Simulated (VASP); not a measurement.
Input of a VASP 6.6.1 run:

The input INCAR:

```
PREC = Accurate
ENCUT = 520
EDIFF = 1E-6
ISMEAR = 0
SIGMA = 0.1
LREAL = False
LASPH = True
NELM = 120
ALGO = Normal
ISIF = 3
LWAVE = False
LCHARG = False
GGA = PE
IBRION = 2
NSW = 90
EDIFFG = -0.01
KPAR = 4
```

File KPOINTS:

```
regular mesh
0
Gamma
  12 12 12
```

The input POSCAR:

```
TiRuN2
1.0
    1.5849349300      0.9150626100      4.4300000000
   -1.5849349300      0.9150626100      4.4300000000
    0.0000000000     -1.8301252200      4.4300000000
Ti Ru N
1 1 2
Direct
    0.0000000000      0.0000000000      0.0000000000
    0.5000000000      0.5000000000      0.5000000000
    0.2497366400      0.2497366400      0.2497366400
    0.7502633600      0.7502633600      0.7502633600
```

Potentials or basis: VASP PAW PBE potentials, release 64 (Ti_sv, Ru_pv, N).

Launch:

```bash
$ cat potpaw_PBE.64/Ti_sv/POTCAR potpaw_PBE.64/Ru_pv/POTCAR potpaw_PBE.64/N/POTCAR > POTCAR
$ mpirun -np 4 vasp_std > vasp.out
```

Q: What does it give for the band gap on the k mesh?

A: None (metal or under the smearing width).

The path:
| step | energy change (eV) | largest force (eV/Å) | pressure (GPa) | volume (Å³) |
| --- | --- | --- | --- | --- |
| 1 | 0.0000 | 0.0312 | 0.07 | 38.55 |
| 2 | -0.0002 | 0.0141 | -0.09 | 38.57 |
| 3 | -0.0002 | 0.0069 | -0.22 | 38.58 |
| 4 | -0.0002 | 0.0098 | 0.26 | 38.51 |
| 5 | -0.0002 | 0.0001 | 0.05 | 38.55 |
